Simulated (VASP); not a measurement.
Output of a VASP run:

File OSZICAR:
```
       N       E                     dE             d eps       ncg     rms          rms(c)
DAV:   1    -0.167388096990E+00   -0.16739E+00   -0.13250E+03  1008   0.473E+02
DAV:   2    -0.299422918580E+01   -0.28268E+01   -0.27269E+01  1356   0.285E+01
DAV:   3    -0.301598174467E+01   -0.21753E-01   -0.21253E-01  1464   0.314E+00
DAV:   4    -0.301604798507E+01   -0.66240E-04   -0.66239E-04  1350   0.137E-01
DAV:   5    -0.301604827857E+01   -0.29351E-06   -0.29365E-06  1434   0.731E-03    0.959E-01
DAV:   6    -0.300995008454E+01    0.60982E-02   -0.60182E-04  1230   0.288E-01    0.614E-01
DAV:   7    -0.300249183548E+01    0.74582E-02   -0.23621E-03  1074   0.499E-01    0.341E-02
DAV:   8    -0.300250441638E+01   -0.12581E-04   -0.13744E-05  1620   0.335E-02    0.773E-03
DAV:   9    -0.300250303616E+01    0.13802E-05   -0.12916E-06  1254   0.803E-03    0.617E-04
DAV:  10    -0.300250282551E+01    0.21065E-06   -0.44633E-09   930   0.649E-04    0.137E-04
DAV:  11    -0.300250280092E+01    0.24585E-07   -0.59243E-10   702   0.229E-04
   1 F= -.35705096E+01 E0= -.35697588E+01  d E =-.357051E+01
       N       E                     dE             d eps       ncg     rms          rms(c)
DAV:   1    -0.300291876583E+01   -0.41594E-03   -0.11302E-03  1392   0.181E-01    0.107E-02
DAV:   2    -0.300291807414E+01    0.69169E-06   -0.60376E-06  1176   0.187E-02    0.681E-03
DAV:   3    -0.300291715391E+01    0.92022E-06   -0.10795E-06  1254   0.542E-03    0.134E-04
DAV:   4    -0.300291716546E+01   -0.11548E-07   -0.13591E-08   756   0.968E-04
   2 F= -.35709205E+01 E0= -.35702124E+01  d E =-.410918E-03
       N       E                     dE             d eps       ncg     rms          rms(c)
DAV:   1    -0.300319476469E+01   -0.27761E-03   -0.38341E-03  1392   0.332E-01    0.208E-02
DAV:   2    -0.300319198939E+01    0.27753E-05   -0.20909E-05  1164   0.346E-02    0.132E-02
DAV:   3    -0.300318877941E+01    0.32100E-05   -0.40117E-06  1254   0.103E-02    0.232E-04
DAV:   4    -0.300318879626E+01   -0.16846E-07   -0.49399E-08   906   0.184E-03
   3 F= -.35711900E+01 E0= -.35706526E+01  d E =-.680488E-03
```

### OUTCAR
```
------------------------ aborting loop because EDIFF is reached ----------------------------------------
 Edisp (eV)   -0.56800
  FORCE on cell =-STRESS in cart. coord.  units (eV):
  Direction    XX          YY          ZZ          XY          YZ          ZX
  --------------------------------------------------------------------------------------
  Total      -0.58575    -0.58575    -0.58626    -0.00000     0.00000    -0.00000
  in kB     -20.47813   -20.47814   -20.49585    -0.00000     0.00000    -0.00000
  external pressure =      -20.48 kB  Pullay stress =        0.00 kB
  volume of cell :       45.83
      direct lattice vectors                 reciprocal lattice vectors
     1.599410190 -2.770260108  0.000000000     0.312615240 -0.180488467 -0.000000000
     1.599410190  2.770260108  0.000000000     0.312615240  0.180488467 -0.000000000
     0.000000000  0.000000000  5.171605097    -0.000000000  0.000000000  0.193363565
 POSITION                                       TOTAL-FORCE (eV/Angst)
 -----------------------------------------------------------------------------------
      1.59941      0.92342      1.29290        -0.000000     -0.000000      0.000000
      1.59941     -0.92342      3.87870         0.000000      0.000000     -0.000000
 -----------------------------------------------------------------------------------
    total drift:                               -0.000001     -0.000006      0.000001
  FREE ENERGIE OF THE ION-ELECTRON SYSTEM (eV)
  ---------------------------------------------------
  free  energy   TOTEN  =        -3.5711900499 eV

  energy  without entropy=       -3.5695776885  energy(sigma->0) =       -3.57065260

 reached required accuracy - stopping structural energy minimisation
```
(Selected blocks of OUTCAR.)

### POSCAR
```
Mg
1
    1.6059016466    -2.7815036806     0.0000000000
    1.6059016466     2.7815036806     0.0000000000
    0.0000000000     0.0000000000     5.1298796812
Mg
2
Direct
  0.3333330000   0.6666670000   0.2500000000
  0.6666670000   0.3333330000   0.7500000000
```

Problem. Reconstruct the remaining input files.

Solution. This is not unique; one that fits is the input of the run itself, PBE GGA with D3 dispersion (Becke-Johnson damping), plane waves, VASP's PBE PAW potentials (set 64).

### KPOINTS
```
Automatic mesh
0
Gamma
13 13 7
0 0 0
```

**INCAR**
```
LASPH = .True.
EDIFFG = -0.01   ! ionic stop
NELM = 100
SYSTEM = Mg
GGA = PE
IVDW = 12   ! D3, Becke-Johnson
LCHARG = .False.
ISIF = 4   ! ions and shape, fixed volume
ALGO = Normal   ! blocked Davidson
ENCUT = 520
LWAVE = .False.
ISMEAR = 1   ! Methfessel-Paxton
SIGMA = 0.1   ! width (eV)
PREC = Accurate
NSW = 30
LREAL = .False.   ! projection in real space or not
EDIFF = 1E-7
IBRION = 2   ! conjugate gradients
```

POTCAR, in this order: Mg (PBE.64 set). Program: vasp_std.

The compound is Mg in the hcp structure. This cell is one point of a volume scan, at 1.06 of the reference volume. Symmetry was kept, so distortions that lower it aren't found.
